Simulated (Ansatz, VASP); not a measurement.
# Cross-check of In between VASP and Ansatz, part 2 of 2

One calculation is typed for both programs; each brings its own data sets. How far apart do they land? Of the first pair: The structure shown is the start of the Ansatz relaxation below; VASP solves that cell, so the two are compared at the walk's first step.

VASP 6.6.1 and Ansatz 0.2.0.

So far. Step 4 (Differences): The forces differ by 0.6 meV/Å r.m.s., which is 1.2 % of the r.m.s. force of 0.048 eV/Å (both taken over all components). Where the cell holds vacuum, a pressure given here is an average over it and none of the material. Step 5 (Ansatz: relaxation, PBEsol): This is the run of step 2 again, met here at its other cell.

## 6. VASP: single point, PBEsol, relaxed atoms in a fixed cell, pair 2

Level of this step: PBEsol; plane waves and PAW (In_d) (VASP).

The same cell, functional, mesh and smearing now go to VASP, with its own data sets.

INCAR

```
SYSTEM = In
PREC = Accurate
ENCUT = 400
EDIFF = 1E-06
NELM = 120
ISMEAR = -1
SIGMA = 0.05
LREAL = .FALSE.
ALGO = Normal
GGA = PS
NBANDS = 64
LORBIT = 11
LWAVE = .FALSE.
LCHARG = .FALSE.
ISIF = 2
LASPH = .TRUE.
GGA_COMPAT = .FALSE.
KPAR = 2
```

POSCAR

```
In
1.0
    3.2509400000      0.0000000000      0.0000000000
    0.0000000000      3.2509400000      0.0000000000
    0.0000000000      0.0000000000     30.3159000000
In
8
Direct
    0.0000000000      0.0000000000      0.7790452571
    0.5000000000      0.5000000000      0.6998205090
    0.0000000000      0.0000000000      0.6217121869
    0.5000000000      0.5000000000      0.5407987230
    0.0000000000      0.0000000000      0.4592012770
    0.5000000000      0.5000000000      0.3782878131
    0.0000000000      0.0000000000      0.3001794910
    0.5000000000      0.5000000000      0.2209547429
```

KPOINTS

```
Automatic mesh
0
Gamma
10 10 1
0 0 0
```

Potentials, in the order of the species: In_d (PBE family, release 64).

Command:

```sh
$ mpirun -np 2 vasp_std
```

Numbers of over 12 decimals in the logs are rounded to 6 here.

The log of the run:

```text
[banner, memory and clock lines left out]
running    2 mpi-ranks, on    1 nodes
[...]
[... a notice as in an earlier step ...]

 LDA part: xc-table for (Slater+PW92), standard interpolation
 POSCAR, INCAR and KPOINTS ok, starting setup
[...]
entering main loop
       N       E                     dE             d eps       ncg     rms          rms(c)
DAV:   1     0.104284017914E+04    0.10428E+04   -0.43449E+04  2800   0.168E+03
DAV:   2     0.113511425134E+03   -0.92933E+03   -0.91500E+03  2688   0.473E+02
DAV:   3    -0.166641904267E+02   -0.13018E+03   -0.12772E+03  3000   0.206E+02
DAV:   4    -0.235090137067E+02   -0.68448E+01   -0.68066E+01  3128   0.557E+01
[...]
DAV:  21    -0.233118520580E+02   -0.12396E-03   -0.22685E-04  3096   0.140E-01    0.889E-02
DAV:  22    -0.233118549150E+02   -0.28570E-05   -0.17330E-05  3192   0.341E-02    0.955E-02
DAV:  23    -0.233118549764E+02   -0.61358E-07   -0.43623E-07  1776   0.375E-03
   1 F= -.23311855E+02 E0= -.23294835E+02  d E =-.340409E-01
```

From OUTCAR (step 6):

```text
  Total       -2.0864018     -2.0864018     -0.8194210      0.0000000      0.0000000     -0.0000000
  in kB      -10.4332631    -10.4332631     -4.0975975      0.0000000      0.0000000     -0.0000000
  external PRESSURE =      -8.3213746 kB  Pullay stress =       0.0000000 kB

 POSITION                                       TOTAL-FORCE (eV/Angst)
 -----------------------------------------------------------------------------------
      0.00000      0.00000     23.61746         0.000000      0.000000      0.002043
      1.62547      1.62547     21.21569         0.000000     -0.000000      0.009330
      0.00000      0.00000     18.84776         0.000000      0.000000     -0.006428
      1.62547      1.62547     16.39480         0.000000      0.000000     -0.077854
      0.00000      0.00000     13.92110        -0.000000      0.000000      0.077854
      1.62547      1.62547     11.46814         0.000000      0.000000      0.006428
      0.00000      0.00000      9.10021         0.000000      0.000000     -0.009330
      1.62547      1.62547      6.69844         0.000000     -0.000000     -0.002043
 -----------------------------------------------------------------------------------
    total drift:                                0.000000     -0.000000      0.000000

  FREE ENERGIE OF THE ION-ELECTRON SYSTEM (eV)
  ---------------------------------------------------
  free  energy   TOTEN  =       -23.3118549764 eV

  energy  without entropy=      -23.2778140882  energy(sigma->0) =      -23.29483453

[... 2 parts as in an earlier step ...]

[... 1 further part left out ...]
[key lines of the parts left out:]
E-fermi :   3.3493
```

## 7. Differences

Forces (eV/Å; atoms numbered as in POSCAR):

| atom | Ansatz x, y, z | VASP x, y, z |
| --- | --- | --- |
| In1 | 0.000, 0.000, -0.001 | 0.000, 0.000, 0.002 |
| In2 | 0.000, 0.000, 0.008 | 0.000, 0.000, 0.009 |
| In3 | 0.000, 0.000, -0.007 | 0.000, 0.000, -0.006 |
| In4 | 0.000, 0.000, -0.076 | 0.000, 0.000, -0.078 |
| In5 | 0.000, 0.000, 0.076 | 0.000, 0.000, 0.078 |
| In6 | 0.000, 0.000, 0.007 | 0.000, 0.000, 0.006 |
| In7 | 0.000, 0.000, -0.008 | 0.000, 0.000, -0.009 |
| In8 | 0.000, 0.000, 0.001 | 0.000, 0.000, -0.002 |

The forces differ by 1.2 meV/Å r.m.s., which is 5.3 % of the r.m.s. force of 0.023 eV/Å (both taken over all components). VASP's last cycles still show a density residual of 1e-02, so its state may not be settled. Where the cell holds vacuum, a pressure given here is an average over it and none of the material.

## 8. Ansatz: single point, PBEsol, pair 3

With cell and atoms fixed, the geometry can't cause a difference; cores, projectors, grids and the points listed under the comparison can.

The cell is taken from a series of runs on this material, whose earlier steps may have relaxed, scaled, displaced or heated it; both programs get it as it stands.

input.yaml

```yaml
crystal:
  lattice:
    - [3.25094, 0.0, 0.0]
    - [0.0, 3.25094, 0.0]
    - [0.0, 0.0, 30.3159]
  atoms:
    - { symbol: In, position: [1.0, 1.0, 0.7790452571] }
    - { symbol: In, position: [0.5, 0.5, 0.699820509] }
    - { symbol: In, position: [1.0, 1.0, 0.6217121869] }
    - { symbol: In, position: [0.5, 0.5, 0.540798723] }
    - { symbol: In, position: [1.0, 1.0, 0.459201277] }
    - { symbol: In, position: [0.5, 0.5, 0.3782878131] }
    - { symbol: In, position: [1.0, 1.0, 0.300179491] }
    - { symbol: In, position: [0.5, 0.5, 0.2209547429] }
kpoints:
  mp_grid: { grid: [12, 12, 1] }
scf:
  occupations: { method: fermi_dirac, width: 0.05 }
  n_extra_bands: 12
hamiltonian:
  xc: pbesol
  pseudopotentials: { kind: paw }
output:
  forces: true
  write_potential: true
  volumetric_format: []
  efg: { contact_densities: true }
  dos:
    projected: true
    de: 0.05
    e_range: [-30, 12]
    method: { smearing: { sigma: 0.15, scheme: gaussian } }
  eigenstates:
    kpoints:
      - [0.5, 0.5, 0.0]
      - [0.475, 0.475, 0.0]
      - [0.45, 0.45, 0.0]
      - [0.425, 0.425, 0.0]
      - [0.4, 0.4, 0.0]
      - [0.375, 0.375, 0.0]
      - [0.35, 0.35, 0.0]
      - [0.325, 0.325, 0.0]
      - [0.3, 0.3, 0.0]
      - [0.275, 0.275, 0.0]
      - [0.25, 0.25, 0.0]
      - [0.225, 0.225, 0.0]
      - [0.2, 0.2, 0.0]
      - [0.175, 0.175, 0.0]
      - [0.15, 0.15, 0.0]
      - [0.125, 0.125, 0.0]
      - [0.1, 0.1, 0.0]
      - [0.075, 0.075, 0.0]
      - [0.05, 0.05, 0.0]
      - [0.025, 0.025, 0.0]
      - [0.0, 0.0, 0.0]
      - [0.03571429, 0.0, 0.0]
      - [0.07142857, 0.0, 0.0]
      - [0.10714286, 0.0, 0.0]
      - [0.14285714, 0.0, 0.0]
      - [0.17857143, 0.0, 0.0]
      - [0.21428571, 0.0, 0.0]
      - [0.25, 0.0, 0.0]
      - [0.28571429, 0.0, 0.0]
      - [0.32142857, 0.0, 0.0]
      - [0.35714286, 0.0, 0.0]
      - [0.39285714, 0.0, 0.0]
      - [0.42857143, 0.0, 0.0]
      - [0.46428571, 0.0, 0.0]
      - [0.5, 0.0, 0.0]
      - [0.5, 0.03571429, 0.0]
      - [0.5, 0.07142857, 0.0]
      - [0.5, 0.10714286, 0.0]
      - [0.5, 0.14285714, 0.0]
      - [0.5, 0.17857143, 0.0]
      - [0.5, 0.21428571, 0.0]
      - [0.5, 0.25, 0.0]
      - [0.5, 0.28571429, 0.0]
      - [0.5, 0.32142857, 0.0]
      - [0.5, 0.35714286, 0.0]
      - [0.5, 0.39285714, 0.0]
      - [0.5, 0.42857143, 0.0]
      - [0.5, 0.46428571, 0.0]
    e_range: [-8.0, 4.0]
    unfold:
      supercell_matrix: [[1, 0, 0], [0, 1, 0], [0, 0, 1]]
      layers:
        axis: 3
        edges: [0.089011, 0.339233, 0.381721, 0.618279, 0.660766, 0.910989]
```

Command:

```sh
$ ansatz run input.yaml --threads 4 --pin off --max-ram 8192MiB --backend cpu --events-out ev --progress --plain --runs-dir out
```

The log of the run:

```text
[...]
In: output.efg is read without spin–orbit coupling, which moves field gradients at and beside such atoms by some per cent and up to a factor of two; PAW files take it under magnetization.noncollinear and magnetization.spin_orbit
[...]
Crystal: 8 atoms, lattice volume = 320.397 Å³
[...]
--- Band table (eV; the first three rows and the last of 28) ---
  k-point 0: bands = [... 48 lower, 3.0845, 4.6572, 6.3922, 7.9155, 8.7553, 9.7428, 9.8947, 9.8947, ... 8 higher]
  k-point 1: bands = [... 48 lower, 3.2061, 4.7453, 6.4437, 7.9329, 8.7211, 8.7842, 9.0276, 9.4628, ... 8 higher]
  k-point 2: bands = [... 48 lower, 3.5634, 4.9571, 6.2746, 6.8613, 7.1956, 7.4587, 7.9735, 8.6036, ... 8 higher]
  k-point 27: bands = [... 48 lower, 3.8114, 3.8114, 4.0301, 4.0301, 4.0896, 4.0896, 4.8326, 4.8326, ... 8 higher]
[key lines of the parts left out:]
SCF converged after 7 iterations
Free energy (F): -44202.670931 eV
Fermi energy:    5.136182 eV
```

## 9. VASP: single point, PBEsol, pair 3

The same cell, functional, mesh and smearing now go to VASP, with its own data sets.

INCAR is that of step 6.

POSCAR is that of step 6.

KPOINTS

```
Automatic mesh
0
Gamma
12 12 1
0 0 0
```

Command:

```sh
$ mpirun -np 2 vasp_std
```

The log of the run:

```text
[... set-up lines as in an earlier step ...]
 entering main loop
       N       E                     dE             d eps       ncg     rms          rms(c)
DAV:   1     0.103983392398E+04    0.10398E+04   -0.43319E+04  3712   0.168E+03
DAV:   2     0.111660616629E+03   -0.92817E+03   -0.91384E+03  3584   0.474E+02
DAV:   3    -0.167459072991E+02   -0.12841E+03   -0.12616E+03  3952   0.206E+02
DAV:   4    -0.234824769548E+02   -0.67366E+01   -0.66768E+01  4208   0.553E+01
[...]
DAV:  23    -0.232909976355E+02   -0.20105E-04   -0.15672E-06  2328   0.165E-02    0.257E-03
DAV:  24    -0.232910040134E+02   -0.63779E-05   -0.94418E-07  2368   0.137E-02    0.117E-03
DAV:  25    -0.232910049637E+02   -0.95029E-06   -0.12186E-07  2328   0.422E-03
   1 F= -.23291005E+02 E0= -.23272005E+02  d E =-.380000E-01
```

From OUTCAR (step 9):

```text
  Total       -1.8538965     -1.8538965      0.3211720      0.0000000     -0.0000000      0.0000000
  in kB       -9.2705968     -9.2705968      1.6060531      0.0000000     -0.0000000      0.0000000
  external PRESSURE =      -5.6450469 kB  Pullay stress =       0.0000000 kB

 POSITION                                       TOTAL-FORCE (eV/Angst)
 -----------------------------------------------------------------------------------
      0.00000      0.00000     23.61746         0.000000      0.000000      0.053281
      1.62547      1.62547     21.21569         0.000000     -0.000000      0.021128
      0.00000      0.00000     18.84776         0.000000      0.000000     -0.086664
      1.62547      1.62547     16.39480         0.000000      0.000000     -0.016698
      0.00000      0.00000     13.92110         0.000000      0.000000      0.016698
      1.62547      1.62547     11.46814        -0.000000      0.000000      0.086664
      0.00000      0.00000      9.10021        -0.000000      0.000000     -0.021128
      1.62547      1.62547      6.69844         0.000000     -0.000000     -0.053281
 -----------------------------------------------------------------------------------
    total drift:                                0.000000     -0.000000      0.000000

  FREE ENERGIE OF THE ION-ELECTRON SYSTEM (eV)
  ---------------------------------------------------
  free  energy   TOTEN  =       -23.2910049637 eV

  energy  without entropy=      -23.2530050101  energy(sigma->0) =      -23.27200499

[... 1 part as in an earlier step ...]

[... 2 further parts left out ...]
[key lines of the parts left out:]
E-fermi :   3.3504
```

## 10. Differences

Forces (eV/Å; atoms numbered as in POSCAR):

| atom | Ansatz x, y, z | VASP x, y, z |
| --- | --- | --- |
| In1 | 0.000, 0.000, 0.050 | 0.000, 0.000, 0.053 |
| In2 | 0.000, 0.000, 0.020 | 0.000, 0.000, 0.021 |
| In3 | 0.000, 0.000, -0.087 | 0.000, 0.000, -0.087 |
| In4 | 0.000, 0.000, -0.015 | 0.000, 0.000, -0.017 |
| In5 | 0.000, 0.000, 0.015 | 0.000, 0.000, 0.017 |
| In6 | 0.000, 0.000, 0.087 | 0.000, 0.000, 0.087 |
| In7 | 0.000, 0.000, -0.020 | 0.000, 0.000, -0.021 |
| In8 | 0.000, 0.000, -0.050 | 0.000, 0.000, -0.053 |

The forces differ by 1.1 meV/Å r.m.s., which is 3.6 % of the r.m.s. force of 0.030 eV/Å (both taken over all components). Where the cell holds vacuum, a pressure given here is an average over it and none of the material.

## 11. Outcome

```
r.m.s. force difference (single point, PBEsol, start cell, pair 1)                    : 0.58 meV/Å
r.m.s. force difference (single point, PBEsol, relaxed atoms in a fixed cell, pair 2) : 1.2 meV/Å
r.m.s. force difference (single point, PBEsol, pair 3)                                : 1.1 meV/Å
```

**Reading.** The r.m.s. force difference is 1.2 meV/Å (single point, PBEsol, relaxed atoms in a fixed cell, pair 2), within the 12 meV/Å picked in this series as the mark of a large difference. Pairs 2 and 3 hold one cell, so they aren't independent. How closely two codes agree says nothing of how well the functional describes the real material.

[Lines on the potential files, build, host, timing and source positions are cut from VASP's logs without a mark.]

[Logs are printed without paths, hosts, clocks, repeated set-up lines and the standing remarks that a program may print on its own settings, such as how far it seeks lower states.]

[Hosts, paths, dates, database ids (printed as entryN), source tags and the programs' standing remarks are cut or masked in the printed files.]
